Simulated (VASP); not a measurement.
Given:

```yaml
crystal:
  lattice:
    - [0.00000, 3.23000, 3.23000]
    - [3.23000, 0.00000, 3.23000]
    - [3.23000, 3.23000, 0.00000]
  atoms:
    - { symbol: Te, position: [0.50000, 0.50000, 0.50000] }
    - { symbol: Pb, position: [0.00000, 0.00000, 0.00000] }
```

Level of theory: PBEsol GGA, VASP's PBE PAW potentials (set 64) (plane waves; VASP). Numerical set-up: 300 eV cut-off, 6×6×6 Γ-centred mesh, Fermi-Dirac smearing of 0.010 eV, potentials Te Pb_d.

Unless said otherwise, spin-orbit coupling is left out, though it shifts the bands of the heavy elements here.

Task: Give the energies of bands 7 to 13 at the high-symmetry points, in eV from the valence-band maximum.

Result: 
| band | Γ | X | U | L | W |
|---|---|---|---|---|---|
| 7 | -5.61 | -7.31 | -7.99 | -8.61 | -8.01 |
| 8 | -1.33 | -4.53 | -4.14 | -0.87 | -3.81 |
| 9 | -1.33 | -2.81 | -2.30 | -0.87 | -3.81 |
| 10 | -1.33 | -2.81 | -2.09 | 0.00 | -0.34 |
| 11 | 4.06 | 3.21 | 3.55 | 0.67 | 1.64 |
| 12 | 4.06 | 5.47 | 3.78 | 1.24 | 5.18 |
| 13 | 4.06 | 5.47 | 5.07 | 1.24 | 5.18 |

The gap is direct, 0.67 eV, from the valence maximum at L to the conduction minimum at L.

The structure is a typed PbTe crystal (Fm-3m). The cell was not relaxed at this level.
